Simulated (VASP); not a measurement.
Calculation: SCAN meta-GGA, VASP's PBE PAW potentials (set 64) (plane waves; VASP 6.6.1).

VASP input:

### KPOINTS
```
Automatic mesh
0
Gamma
7 7 5
0 0 0
```

### POSCAR
```
SnO
9.6757520
  0.3930528282   0.0000000000   0.0000000000
  0.0000000000   0.3930528282   0.0000000000
  0.0000000000   0.0000000000   0.4999999983
Sn O
2 2
direct
  0.5000000000   0.0000000000   0.7612139621
  0.0000000000   0.5000000000   0.2387860379
  0.5000000000   0.5000000000   0.0000000000
  0.0000000000   0.0000000000   0.0000000000
```

### INCAR
```
SYSTEM = SnO
PREC = Accurate
ENCUT = 520
EDIFF = 1E-7
NELM = 100
ALGO = Normal
LREAL = .FALSE.
LASPH = .TRUE.
ISMEAR = -5
METAGGA = SCAN
LMIXTAU = .TRUE.
LMAXMIX = 4
LWAVE = .FALSE.
LCHARG = .FALSE.
LORBIT = 11
NEDOS = 601
ISIF = 2
```

**KPOINTS_OPT**
```
k-points along high-symmetry lines
6
Line-mode
Reciprocal
  0.000000   0.000000   0.000000 ! GAMMA
  0.000000   0.500000   0.000000 ! X

  0.000000   0.500000   0.000000 ! X
  0.500000   0.500000   0.000000 ! M

  0.500000   0.500000   0.000000 ! M
  0.000000   0.000000   0.000000 ! GAMMA

  0.000000   0.000000   0.000000 ! GAMMA
  0.000000   0.000000   0.500000 ! Z

  0.000000   0.000000   0.500000 ! Z
  0.000000   0.500000   0.500000 ! R

  0.000000   0.500000   0.500000 ! R
  0.500000   0.500000   0.500000 ! A

  0.500000   0.500000   0.500000 ! A
  0.000000   0.000000   0.500000 ! Z

  0.000000   0.500000   0.000000 ! X
  0.000000   0.500000   0.500000 ! R

  0.500000   0.500000   0.000000 ! M
  0.500000   0.500000   0.500000 ! A
```

POTCAR, in this order: Sn_d O (PBE.64 set). Program: vasp_std.

Unless said otherwise, spin-orbit coupling is left out, though it shifts the bands of the heavy elements here.

Question: Predict the energy per atom (σ→0), band gap (over mesh and band path).

Answer: 
| Item | Result |
|---|---|
| energy per atom (σ→0) | -22.391 eV/atom |
| band gap (over mesh and band path) | 0.11 eV |

File OSZICAR:
```
...
DAV:  28    -0.895631882593E+02    0.33631E-06   -0.34812E-08   768   0.268E-03    0.215E-04
DAV:  29    -0.895631879033E+02    0.35601E-06   -0.34865E-08   720   0.296E-03    0.296E-04
DAV:  30    -0.895631876041E+02    0.29917E-06   -0.11215E-08   720   0.225E-03    0.133E-04
DAV:  31    -0.895631874099E+02    0.19418E-06   -0.52059E-09   720   0.842E-04    0.824E-05
DAV:  32    -0.895631873830E+02    0.26918E-07   -0.15052E-09   720   0.583E-04
   1 F= -.89563187E+02 E0= -.89563187E+02  d E =0.000000E+00
       N       E                     dE             ncg
       N       E                     dE             ncg
```

The compound is SnO in the litharge structure. It was relaxed first.
